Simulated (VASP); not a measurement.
An input for Quantum ESPRESSO's pw.x (written as the equivalent of a VASP run, and not itself run):

```
&CONTROL
  calculation = 'vc-relax'
  pseudo_dir = './pseudo'
  outdir = './out'
  tprnfor = .true.
  tstress = .true.
  nstep = 40
  forc_conv_thr = 0.00078
/
&SYSTEM
  ibrav = 0
  nat = 3
  ntyp = 2
  ecutwfc = 84
  occupations = 'smearing'
  smearing = 'methfessel-paxton'
  degauss = 0.00735
  input_dft = 'pbesol'
/
&ELECTRONS
  conv_thr = 7.3e-08
  electron_maxstep = 100
/
&IONS
/
&CELL
  press = 300
/
ATOMIC_SPECIES
  Mg 24.305 Mg.upf
  Sn 118.710 Sn.upf
CELL_PARAMETERS angstrom
     0.0000000    3.0894613    3.0894613
     3.0894613    0.0000000    3.0894613
     3.0894613    3.0894613    0.0000000
ATOMIC_POSITIONS crystal
  Mg   0.2500000  0.2500000  0.2500000
  Mg   0.7500000  0.7500000  0.7500000
  Sn   0.0000000  0.0000000  0.0000000
K_POINTS automatic
  9 9 9 0 0 0
```

Question: Write the VASP files for the same calculation (PBEsol).

Answer: This is not unique; one that fits is 
**POSCAR**
```
Mg2Sn
1.0
  0.0000000000   3.0894612531   3.0894612531
  3.0894612531   0.0000000000   3.0894612531
  3.0894612531   3.0894612531   0.0000000000
Mg Sn
2 1
Cart
  1.5447306266   1.5447306266   1.5447306266
  4.6341918797   4.6341918797   4.6341918797
  0.0000000000   0.0000000000   0.0000000000
```

KPOINTS:
```
Automatic mesh
0
Gamma
9 9 9
0 0 0
```

INCAR:
```
! general
SYSTEM   =  Mg2Sn
PREC     =  Accurate
ENCUT    =  500   ! plane-wave cut-off (eV)
LREAL    =  .FALSE.   ! projection in real space or not
LASPH    =  .TRUE.

! electronic loop
EDIFF    =  1E-6   ! SCF stop (eV)
NELM     =  100   ! most electronic steps
ALGO     =  Normal
LMAXMIX  =  4   ! l cut-off of mixed one-centre charges

! smearing
ISMEAR   =  1
SIGMA    =  0.1

! functional
GGA      =  PS   ! PBEsol

! ions
IBRION   =  2   ! conjugate gradients
NSW      =  40   ! most ionic steps
ISIF     =  3   ! ions, shape and volume
EDIFFG   =  -0.02
PSTRESS  =  300   ! kbar

! output
LWAVE    =  .FALSE.
LCHARG   =  .FALSE.
```

POTCAR, in this order: Mg Sn_d (PBE.64 set). Program: vasp_std.

The two are equivalent in intent, not identical: the potentials are each code's own (VASP's PAW set, PseudoDojo norm-conserving files in pw.x), so ENCUT and ecutwfc are chosen apart and not converted; conv_thr bounds pw.x's estimated SCF error, while EDIFF bounds the energy change between steps; forc_conv_thr acts on force components and is met together with etot_conv_thr.

The compound is Mg2Sn in the antifluorite structure. This run relaxes it under an external pressure of 30 GPa. Symmetry was kept, so distortions that lower it aren't found.
